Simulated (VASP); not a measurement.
A run of VASP 6.6.1:

Contents of INCAR:

```
PREC = Accurate ; ENCUT = 520
EDIFF = 1E-6 ; ISMEAR = 0
SIGMA = 0.05 ; LREAL = F
LASPH = T ; NELM = 60
ALGO = Normal ; ISIF = 2
LWAVE = F ; LCHARG = T
LDIPOL = T ; IDIPOL = 3
DIPOL = 0.5 0.5 0.269 ; GGA = PE
IVDW = 12 ; LELF = T
LVHAR = T ; LVACPOTAV = T
NBANDS = 18
```

The input KPOINTS:

```
regular mesh
0
Gamma
  9 9 1
```

Contents of POSCAR:

```
PtS2
1.0
    3.5414392908      0.0000000000      0.0000000000
   -1.7707196454      3.0669763918      0.0000000000
    0.0000000000      0.0000000000     19.4835763951
S Pt
2 1
Direct
    0.6666666667      0.3333333333      0.2053011172
    0.3333333333      0.6666666667      0.3327713693
    0.0000000000      0.0000000000      0.2690362432
```

Potentials or basis: VASP PAW PBE potentials, release 64 (S, Pt).

Launch:

```console
$ cat potpaw_PBE.64/S/POTCAR potpaw_PBE.64/Pt/POTCAR > POTCAR
$ mpirun -np 1 vasp_std > vasp.out
```

Hardware: 1 thread of Intel(R) Xeon(R) 6975P-C (Granite Rapids) (shared host).

Problem. Estimate the wall time of this run.

Solution. Run time: 35 s on 1 thread of Intel(R) Xeon(R) 6975P-C (Granite Rapids), on a shared host, peak memory 0.34 GiB. Counts: scf iterations 17, k points 12.
